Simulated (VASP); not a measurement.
Crystal: CdTe.

```
Cd Te
1.0
     0.00000    3.20500    3.20500
     3.20500    0.00000    3.20500
     3.20500    3.20500    0.00000
Cd Te
1 1
Direct
  0.00000 0.00000 0.00000
  0.25000 0.25000 0.25000
```

| Item | Value |
| --- | --- |
| Program | VASP 6.6.1 |
| Task | relaxation of cell and atoms |
| Functional | PBE |
| Potentials or basis | VASP PAW PBE potentials, release 64 (Cd, Te) |
| Cutoff | 520 eV |
| k mesh | 8 × 8 × 8 |
| Occupations | gaussian, width 0.02 eV |
| Spin | no spin polarisation |

At the start: pressure 4.4 GPa; volume 32.92 Å³/atom.

Problem. How do energy, volume and symmetry change on relaxing?

Solution. Over 5 steps the energy falls by 42.6 meV/atom and the volume is 36.33 Å³/atom (+10.3 %); space group F-43m (No. 216, to 0.05 Å).

Step by step:
| step | energy change (eV) | largest force (eV/Å) | pressure (GPa) | volume (Å³) |
| --- | --- | --- | --- | --- |
| 1 | 0.0000 | 0.0000 | 4.39 | 65.84 |
| 2 | -0.0784 | 0.0000 | -0.97 | 74.83 |
| 3 | -0.0852 | 0.0000 | 0.03 | 72.63 |
| 4 | -0.0851 | 0.0000 | -0.05 | 72.77 |
| 5 | -0.0852 | 0.0000 | -0.01 | 72.66 |

Final structure:
```
Cd Te
1.0
     0.00000    3.31191    3.31191
     3.31191    0.00000    3.31191
     3.31191    3.31191    0.00000
Cd Te
1 1
Cartesian
  3.3119 3.3119 6.6238
  1.6560 1.6560 1.6560
```

Caveat: the volume moved by +10 % from the deposited cell, more than functionals usually miss.
